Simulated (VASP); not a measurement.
Input:

```
Al2Pt
1.0
    0.00000     2.88965     2.88965
    2.88965     0.00000     2.88965
    2.88965     2.88965     0.00000
Al Pt
2 1
Direct
  0.25000   0.25000   0.25000
  0.75000   0.75000   0.75000
  0.00000   0.00000   0.00000
```

Computed with r2SCAN meta-GGA, VASP's PBE PAW potentials (set 64) (plane waves; VASP). Run with 520 eV cut-off, 9×9×9 Γ-centred mesh, first-order Methfessel-Paxton smearing of 0.10 eV, potentials Al Pt.

Question: Give the stress tensor in GPa (positive for a compressed cell).

Answer: 
```
10.19   0.00   0.00
 0.00  10.19   0.00
 0.00   0.00  10.19
```
The pressure is its mean diagonal, 10.19 GPa.

The compound is PtAl2 in the fluorite structure. This cell is one point of a volume scan, at 0.94 of the reference volume.
